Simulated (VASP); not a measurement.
Energy against volume of Sn (beta). Method: AM05 GGA, VASP's PBE PAW potentials (set 64) (plane waves; VASP). Settings: 520 eV cut-off, 13×13×13 Γ-centred mesh, first-order Methfessel-Paxton smearing of 0.10 eV, potentials Sn_d.

Shape and ions are relaxed at each volume.

```csv
V (Å³/atom),E (eV/atom)
25.187,-3.95368
25.991,-3.96864
26.795,-3.97356
27.599,-3.97001
```

Problem. Fit these four points and predict the energy of the run at 28.403 Å³/atom.

Solution. A cubic in V^(−2/3), the third-order Birch-Murnaghan form, passes through the four points with V0 = 26.84 Å³/atom and B0 = 56 GPa, and gives -3.9593 eV/atom there. The run gave -3.9594 eV/atom, -0.0 meV/atom from the fit; all five points give B0 = 56 GPa.

The compound is Sn in the beta structure. It was relaxed first.
